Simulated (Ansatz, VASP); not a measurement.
# Hf (Hafnium) in two plane-wave programs, part 2 of 2

Wanted: the spread between two codes on one cell, functional and k mesh. The cell is taken from a series of runs on this material, whose earlier steps may have relaxed, scaled, displaced or heated it; both programs get it as it stands.

VASP 6.6.1 and Ansatz 0.2.0.

So far: Set-up; VASP: zone-centre phonons, PBEsol.

## 3. Ansatz: zone-centre phonons, PBEsol

Level of this step: Ansatz beside VASP: Kohn-Sham DFT, plane waves, PBEsol (Ansatz).

Ansatz runs on its PAW soft_1 files.

The same cell, functional, mesh and smearing now go to Ansatz, which takes its cutoff from its data sets.

Contents of input.yaml:

```yaml
crystal:
  lattice:
    - [3.1784377277, 0.0, 0.0]
    - [-1.5892188639, 2.7526078166, 0.0]
    - [0.0, 0.0, 4.8954722895]
  atoms:
    - { symbol: Hf, position: [0.3333333327, 0.6666666673, 0.25] }
    - { symbol: Hf, position: [0.6666666673, 0.3333333327, 0.75] }
kpoints:
  mp_grid: { grid: [15, 15, 8] }
hamiltonian:
  xc: pbesol
  pseudopotentials: { kind: paw, azcp: { folder: soft_1 }, xc_functional: pbe }
scf:
  occupations: { method: methfessel_paxton, width: 0.2 }
output:
  eigenvalues: true
phonons:
  method: dfpt
```

Run with:

```console
ansatz run input.yaml --threads 4 --pin off --max-ram 10240MiB --backend cpu --events-out ev --progress --plain --runs-dir out
```

Numbers of over 12 decimals in the logs are rounded to 6 here.

The program printed:

```text
zone centre: on kpoints.mp_grid the ground state, and the responses unless they are solved on pairs of k-points, stand on 320 of the mesh's 1800 k-points, reduced under 4 symmetry operations, with k and −k counted as one. Each operation leaves every solved displacement unchanged or reverses it
Engine: ansatz 0.2.0, x86_64-unknown-linux-gnu
Pseudopotentials: kind: paw
Pseudopotential: Hf, paw, valence charge 26, recommended cutoff 420 eV (normal), soft_1/Hf.paw.azcp
Functional definition: PBEsol
  exchange = pbesol_x
  correlation = pbesol_c
Crystal: 2 atoms, lattice volume = 42.830 Å³
Basis set: ecut = 420 eV, 845 PW (Γ), exchange–correlation on 48×48×72 points (8 copies of the dense FFT grid, shifted against one another)
Bands: 32, of which v1, the nominal top of the filled ones, is band 26 counted from 1 (25 counted from 0)
Symmetry: 24 space group operations
k-points: 320 of 1800 (irreducible under 4 space group operations, time reversal used)
Non-local potential: Hf, projectors of the file, l = 0: 3, l = 1: 2, l = 2: 2, l = 3: 3
PAW form: soft (Blöchl's): semilocal exchange-correlation on the pseudo side does not see the compensation charge
PAW frozen core: Hf, regenerated for the run's functional, and the local potential with it (the file was generated under x = pbe(κ = 0.804, μ = 0.219515), c = pbe(β = 0.066725))
PAW one-centre angular grid: Hf, 590 points (default); XC on 64 Gauss nodes
Initial density: superposition of atomic densities (chi_scale 0.1, normalization cell)
Initial wavefunctions: pseudopotential atomic-orbital guess
Functional: x = pbesol(κ = 0.804, μ = 0.123457), c = pbesol(β = 0.046)
SCF iter   1: F=—  HF=-31197.844638 eV  |F-HF|=—  |Δ(HF+E_count)|=         —  Δρ=3.63e-2  dr2=6.71e-1  ethr=3.10e-3  ⟨swp⟩=5.1  Hψ=35121  notcnv=0
preconditioner: auto → Kerker (q_TF=auto, 2.818 Å⁻¹)  [metal: Δε(μ)=0.049 eV  Ē_g=16.902 eV  σ=0.200 eV  W_gap=0.20  n_scr=22 (ndim 8)  ℏωp=39.3 eV  f_vac=0.000  D(μ)=1.10/eV (n_scr^D=2)]
SCF iter   2: F=—  HF=-31197.696144 eV  |F-HF|=—  |Δ(HF+E_count)|=   1.48e-1  S|Δr|=    0.00e0  Δρ=2.27e-2  dr2=2.60e-1  ethr=1.29e-3  ⟨swp⟩=3.0  Hψ=20238  notcnv=0  defer=144
SCF iter   3: F=—  HF=-31197.641676 eV  |F-HF|=—  |Δ(HF+E_count)|=   5.45e-2  S|Δr|=    0.00e0  Δρ=9.76e-3  dr2=4.81e-2  ethr=5.00e-4  ⟨swp⟩=2.0  Hψ=16018  notcnv=0  defer=148
SCF iter   4: F=—  HF=-31197.594062 eV  |F-HF|=—  |Δ(HF+E_count)|=   4.76e-2  S|Δr|=    0.00e0  Δρ=3.13e-3  dr2=2.09e-3  ethr=9.25e-5  ⟨swp⟩=2.1  Hψ=18561  notcnv=0  defer=148
SCF iter   5: F=—  HF=-31197.595098 eV  |F-HF|=—  |Δ(HF+E_count)|=   1.04e-3  S|Δr|=    0.00e0  Δρ=6.60e-4  dr2=1.79e-4  ethr=4.02e-6  ⟨swp⟩=2.2  Hψ=14462  notcnv=0  defer=146
SCF iter   6: F=—  HF=-31197.595276 eV  |F-HF|=—  |Δ(HF+E_count)|=   1.78e-4  S|Δr|=    0.00e0  Δρ=1.48e-4  dr2=7.94e-6  ethr=3.45e-7  ⟨swp⟩=2.1  Hψ=18586  notcnv=0  defer=146
SCF iter   7: F=—  HF=-31197.595288 eV  |F-HF|=—  |Δ(HF+E_count)|=   1.16e-5  S|Δr|=    0.00e0  Δρ=3.43e-5  dr2=5.78e-7  ethr=1.53e-8  ⟨swp⟩=2.4  Hψ=19001  notcnv=0  defer=146
SCF iter   8: F=—  HF=-31197.595287 eV  |F-HF|=—  |Δ(HF+E_count)|=   1.08e-6  S|Δr|=    0.00e0  Δρ=6.79e-6  dr2=2.41e-8  ethr=1.11e-9  ⟨swp⟩=2.4  Hψ=14525  notcnv=0  defer=156
SCF iter   9: F=—  HF=-31197.595287 eV  |F-HF|=—  |Δ(HF+E_count)|=   1.66e-9  S|Δr|=    0.00e0  Δρ=1.44e-6  dr2=7.31e-10  ethr=4.63e-11  ⟨swp⟩=2.5  Hψ=18460  notcnv=0  defer=156
SCF iter  10: F=—  HF=-31197.595287 eV  |F-HF|=—  |Δ(HF+E_count)|=  3.46e-10  S|Δr|=    0.00e0  Δρ=2.36e-7  dr2=2.12e-11  ethr=1.41e-12  ⟨swp⟩=2.6  Hψ=18294  notcnv=0  defer=156
SCF iter  11: F=-31197.595287 eV  HF=-31197.595287 eV  |F-HF|=7.28e-12  |Δ(HF+E_count)|=  7.28e-12  S|Δr|=    0.00e0  Δρ=7.98e-8  dr2=1.34e-12  ethr=1.00e-12  ⟨swp⟩=11.1  Hψ=64474  notcnv=0
the search or the solves at the SCF's close seem to have found levels that the self-consistency loop had missed (the run counts 2). By its estimate they hold under 1e-12 electrons; where the run keeps them, the occupations were computed again with them
SCF 1 converged in 11 iterations: F = -31197.595287 eV  dr2 = 1.34e-12
  greatest PAW one-centre occupation: 0.998 electrons in one spin orbital (limit 2), on the Hf atom at site 1 (counted from 0), in its partial waves of l = 0
DFPT response loops at Γ: preconditioner auto → Kerker (q_TF=auto, 2.818 Å⁻¹) (partly filled bands, converged f_vac=0.000); β = 1.00, the filter's whole step (`scf.mixing.beta` (0.50) is not read by the response loops under this deck's `scf.mixing.preconditioner`; to damp them name `kerker` or `kerker_dos`, under which they read `scf.mixing.beta`, and type it under 1.00, their step now; both keys bind the ground state too); Broyden in place of MSR1
SCF converged after 11 iterations
Stability not checked: this state was not tested for a lower state beside it, because cold or Methfessel-Paxton smearing, or corrected tetrahedra, fill the levels in a way that the test cannot read (fill_not_monotonic; see scf.lower_state_search)
Free energy (F): -31197.595287 eV
Harris-Foulkes:  -31197.595287 eV  (|F-HF|=7.28e-12)
Internal energy: -31197.600987 eV  (E = F + TS)
E sigma→0 (E₀):  -31197.596712 eV
Entropy (-TS):   0.005700 eV (2.850 meV/atom)
Fermi energy:    18.919964 eV
--- Per-component energies (eV) ---
  E_band       = 24.721180
  E_kinetic    = 821.692205
  E_local      = -12407.759074  (includes V_loc(G=0)·N_el)
  E_nonlocal   = 129.147598
  E_hartree    = 6057.298598
  E_xc         = -530.255109
  E_vxc        = -510.510569  (∫ρ·V_xc dr)
  E_paw        = -15151.149721  (= ΣΔE_a)
  E_vpaw       = -122.446315  (= ΣTr[D̂ρ^β])
  E_aug_tail   = 0.000170  (compensation charges beyond the density's cutoff)
  E_ewald      = -10119.077767
  E_core_change = 2.502112  (= ΣΔE_core)
  E_smearing   = 0.005700  (= −TS)
  E_closure    = -0.000000  (closes the sum)
  Σ components = -31197.595287   (vs F -31197.595287, Δ=0.00e0)
--- Band table (eV; the first three rows and the last of 320) ---
  k-point 0: bands = [... 22 lower, 11.3586, 15.0890, 19.9586, 19.9908, 19.9908, 20.6216, 20.9371, 20.9371, ... 2 higher]
  k-point 1: bands = [... 22 lower, 11.5172, 15.0368, 19.6985, 19.8751, 19.8751, 20.4792, 20.7876, 20.7876, ... 2 higher]
  k-point 2: bands = [... 22 lower, 11.9741, 14.8086, 19.2171, 19.7182, 19.7182, 20.0967, 20.4454, 20.4454, ... 2 higher]
  k-point 319: bands = [... 22 lower, 15.9000, 15.9000, 18.1026, 18.1026, 18.8640, 18.8640, 21.1550, 21.1550, ... 2 higher]
--- Phonons (Γ-DFPT): 2 representative perturbations + reference, on 320 of 1800 k-points (Σ response iterations 6) ---
  k mesh reduced under 4 symmetry operations, with k and −k counted as one. Each operation leaves every solved displacement unchanged or reverses it
  ASR residual: 2.745e-5 → 0.000e0 eV/Å²; symmetrization residual: 1.528e-9 eV/Å²
  ASR residual per site (eV/Å²): 2.74e-5 2.74e-5
  Γ frequencies (cm⁻¹): 0.00 0.00 0.00 82.66 82.66 125.96
  non-analytic LO–TO correction: not included (Born effective charges unavailable; polar crystals: no LO–TO splitting at Γ)
```

## 4. Comparison

Known differences besides the potentials themselves: the data sets hold 52 valence electrons in Ansatz (on its PAW soft_1 files) and 20 in VASP; the cutoff is 420 eV in Ansatz and 500 eV in VASP; Ansatz makes its cores anew for this functional, VASP keeps those of its PBE data sets. Total energies have different zeros and are not compared.

The two programs side by side:

```csv
quantity,Ansatz,VASP,difference
optical mode 1 to 2 (cm⁻¹),82.7,83.1,-0.50 %
optical mode 3 (cm⁻¹),126.0,124.2,+1.44 %
```

Modes are paired by rising frequency, not by their patterns, so a pair may set unlike modes beside each other; they are those without the splitting of longitudinal modes.

## 5. Summary of results

- r.m.s. difference of the optical zone-centre modes, each program's sorted by frequency (zone-centre phonons, PBEsol): 1.1 cm⁻¹
- difference in optical mode 3 (zone-centre phonons, PBEsol): +1.4 %

The r.m.s. difference of the optical zone-centre modes, each program's sorted by frequency is 1.1 cm⁻¹ (zone-centre phonons, PBEsol). The data sets hold unlike numbers of valence electrons (52 in Ansatz and 20 in VASP), so part of the differences comes from the potentials. Among the rows given in per cent, the largest difference of the zone-centre phonons, PBEsol pair is in optical mode 3, +1.4 %. Such differences can come from data sets, numerical settings and the points named under the comparisons, not from the functional's error against experiment.

[Lines on the potential files, build, host, timing and source positions are cut from VASP's logs without a mark.]

[Logs are printed without paths, hosts, clocks, repeated set-up lines and the standing remarks that a program may print on its own settings, such as how far it seeks lower states.]

[Hosts, paths, dates, database ids (printed as entryN), source tags and the programs' standing remarks are cut or masked in the printed files.]
